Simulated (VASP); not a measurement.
Output of a VASP run:

File OSZICAR:
```
...
DAV:  11     0.210564719215E+01   -0.34427E-07   -0.39924E-10   420   0.198E-04
   4 F= 0.21056472E+01 E0= 0.21056472E+01  d E =-.189326E-01
       N       E                     dE             d eps       ncg     rms          rms(c)
DAV:   1     0.209947013248E+01   -0.61771E-02   -0.25032E-01   847   0.358E+00    0.341E-01
DAV:   2     0.210377334152E+01    0.43032E-02   -0.12066E-02   966   0.100E+00    0.172E-01
DAV:   3     0.210402957341E+01    0.25623E-03   -0.29660E-03   980   0.516E-01    0.934E-02
DAV:   4     0.210415004914E+01    0.12048E-03   -0.85152E-04  1050   0.276E-01    0.375E-02
DAV:   5     0.210412245904E+01   -0.27590E-04   -0.13235E-04   966   0.129E-01    0.232E-02
DAV:   6     0.210413419066E+01    0.11732E-04   -0.49513E-05   980   0.822E-02    0.718E-03
DAV:   7     0.210411679108E+01   -0.17400E-04   -0.14363E-05   889   0.464E-02    0.372E-03
DAV:   8     0.210412197329E+01    0.51822E-05   -0.34770E-06   959   0.209E-02    0.239E-03
DAV:   9     0.210412025240E+01   -0.17209E-05   -0.57333E-07  1008   0.802E-03    0.621E-04
DAV:  10     0.210412130043E+01    0.10480E-05   -0.89379E-08   777   0.367E-03    0.385E-04
DAV:  11     0.210412020819E+01   -0.10922E-05   -0.22493E-08   476   0.175E-03    0.173E-04
DAV:  12     0.210412087062E+01    0.66243E-06   -0.24604E-08   476   0.176E-03    0.571E-05
DAV:  13     0.210412059763E+01   -0.27299E-06   -0.15949E-09   462   0.388E-04    0.446E-05
DAV:  14     0.210412084914E+01    0.25151E-06   -0.23483E-10   448   0.172E-04    0.141E-05
DAV:  15     0.210412055808E+01   -0.29106E-06   -0.23670E-10   462   0.204E-04    0.120E-05
DAV:  16     0.210412070344E+01    0.14537E-06   -0.39130E-11   434   0.709E-05    0.672E-06
DAV:  17     0.210412071872E+01    0.15282E-07   -0.61305E-12   420   0.348E-05
   5 F= 0.21041207E+01 E0= 0.21041207E+01  d E =-.152647E-02
       N       E                     dE             d eps       ncg     rms          rms(c)
DAV:   1     0.210094990171E+01   -0.31708E-02   -0.15165E-01   847   0.278E+00    0.265E-01
DAV:   2     0.210355124661E+01    0.26013E-02   -0.72818E-03   966   0.781E-01    0.134E-01
DAV:   3     0.210370295529E+01    0.15171E-03   -0.17962E-03   987   0.402E-01    0.728E-02
DAV:   4     0.210377589467E+01    0.72939E-04   -0.51049E-04  1064   0.214E-01    0.292E-02
DAV:   5     0.210375788236E+01   -0.18012E-04   -0.80572E-05   952   0.100E-01    0.182E-02
DAV:   6     0.210376717349E+01    0.92911E-05   -0.30199E-05   987   0.643E-02    0.559E-03
DAV:   7     0.210375431139E+01   -0.12862E-04   -0.87641E-06   896   0.362E-02    0.288E-03
DAV:   8     0.210375851975E+01    0.42084E-05   -0.21117E-06   945   0.162E-02    0.186E-03
DAV:   9     0.210375724772E+01   -0.12720E-05   -0.34326E-07   974   0.624E-03    0.474E-04
DAV:  10     0.210375808298E+01    0.83526E-06   -0.54314E-08   630   0.282E-03    0.292E-04
DAV:  11     0.210375720371E+01   -0.87927E-06   -0.14860E-08   469   0.143E-03    0.133E-04
DAV:  12     0.210375774763E+01    0.54392E-06   -0.15386E-08   448   0.139E-03    0.458E-05
DAV:  13     0.210375754291E+01   -0.20472E-06   -0.10033E-09   462   0.310E-04    0.340E-05
DAV:  14     0.210375773394E+01    0.19103E-06   -0.15810E-10   434   0.139E-04    0.109E-05
DAV:  15     0.210375751711E+01   -0.21683E-06   -0.14739E-10   420   0.159E-04    0.924E-06
DAV:  16     0.210375763641E+01    0.11931E-06   -0.26082E-11   420   0.599E-05    0.494E-06
DAV:  17     0.210375764120E+01    0.47819E-08   -0.54447E-12   420   0.272E-05
   6 F= 0.21037576E+01 E0= 0.21037576E+01  d E =-.188955E-02
```

**OUTCAR**
```
------------------------ aborting loop because EDIFF is reached ----------------------------------------
  FORCE on cell =-STRESS in cart. coord.  units (eV):
  Direction    XX          YY          ZZ          XY          YZ          ZX
  --------------------------------------------------------------------------------------
  Total        0.0084198      0.0084198      0.0066274      0.0000000      0.0000000      0.0000000
  in kB        0.1890245      0.1890245      0.1487850      0.0000000      0.0000000      0.0000000
  external PRESSURE =       0.1756113 kB  Pullay stress =       0.0000000 kB
  volume of cell :       71.37
      direct lattice vectors                 reciprocal lattice vectors
     1.848813037 -3.202238318  0.000000000     0.270443788 -0.156140784 -0.000000000
     1.848813037  3.202238318 -0.000000000     0.270443788  0.156140784  0.000000000
     0.000000000 -0.000000000  6.027209722    -0.000000000  0.000000000  0.165914253
 POSITION                                       TOTAL-FORCE (eV/Angst)
 -----------------------------------------------------------------------------------
      1.84881     -3.20224      0.00000         0.000000      0.000000      0.000000
      1.84881      1.06741      1.29747         0.000000     -0.000000      0.003800
      1.84881     -1.06741      4.72974        -0.000000      0.000000     -0.003800
 -----------------------------------------------------------------------------------
    total drift:                                0.000000     -0.000000     -0.000000
  FREE ENERGIE OF THE ION-ELECTRON SYSTEM (eV)
  ---------------------------------------------------
  free  energy   TOTEN  =         2.1037576412 eV

  energy  without entropy=        2.1037576412  energy(sigma->0) =        2.10375764

 reached required accuracy - stopping structural energy minimisation
```
(Selected blocks of OUTCAR.)

POSCAR:
```
PtSe2
1
    1.8685866768    -3.2364873020     0.0000000000
    1.8685866768     3.2364873020     0.0000000000
    0.0000000000     0.0000000000     5.9003230823
Pt Se
1 2
Direct
  0.0000000000   0.0000000000   0.0000000000
  0.3333330000   0.6666670000   0.2218710097
  0.6666670000   0.3333330000   0.7781289903
```

Write an INCAR and KPOINTS that could have produced this output.

One answer among several that fit: the input of the run itself, MS2 meta-GGA, plane waves, VASP's PBE PAW potentials (set 64).

**INCAR**
```
ALGO = Normal
EDIFF = 1E-7
EDIFFG = -0.01
ENCUT = 520
IBRION = 2
ISIF = 4
ISMEAR = 0
LASPH = .TRUE.
LCHARG = .FALSE.
LMAXMIX = 6
LMIXTAU = .TRUE.
LREAL = .FALSE.
LWAVE = .FALSE.
METAGGA = MS2
NELM = 100
NSW = 30
PREC = Accurate
SIGMA = 0.05
SYSTEM = PtSe2
```

File KPOINTS:
```
K-points
0
G
7 7 4
0 0 0
```

POTCAR, in this order: Pt Se (PBE.64 set). Program: vasp_std.

The compound is PtSe2 in the 1T layered structure. This cell is one point of a volume scan, at 1.03 of the reference volume. Symmetry was kept, so distortions that lower it aren't found.
